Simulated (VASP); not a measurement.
```xyz
2
Lattice="1.3304 -2.3043 0.0000 1.3304 2.3043 0.0000 0.0000 0.0000 4.8402" Properties=species:S:1:pos:R:3 pbc="T T T"
Zn     1.3304     0.7681     1.2101
Zn     1.3304    -0.7681     3.6302
```

Computed with RPBE GGA, VASP's PBE PAW potentials (set 64) (plane waves; VASP 6.6.1). Run with 520 eV cut-off, 15×15×8 Γ-centred mesh, first-order Methfessel-Paxton smearing of 0.10 eV, potentials Zn.

Problem. The ions and cell shape at fixed volume are relaxed. Which structure does the run end with?

Solution. 
```xyz
2
Lattice="1.3134 -2.2748 0.0000 1.3134 2.2748 0.0000 0.0000 0.0000 4.9665" Properties=species:S:1:pos:R:3 pbc="T T T"
Zn     1.3134     0.7583     1.2416
Zn     1.3134    -0.7583     3.7248
```
Space group P6_3/mmc (194), at a tolerance of 0.03 Å.

Problem. How much energy does the relaxation gain?

Solution. The energy (σ→0) changes by -4.8 meV/atom, in 6 ionic steps.

The compound is Zn in the hcp structure. This cell is one point of a volume scan, at 0.94 of the reference volume. Symmetry was kept, so distortions that lower it aren't found.
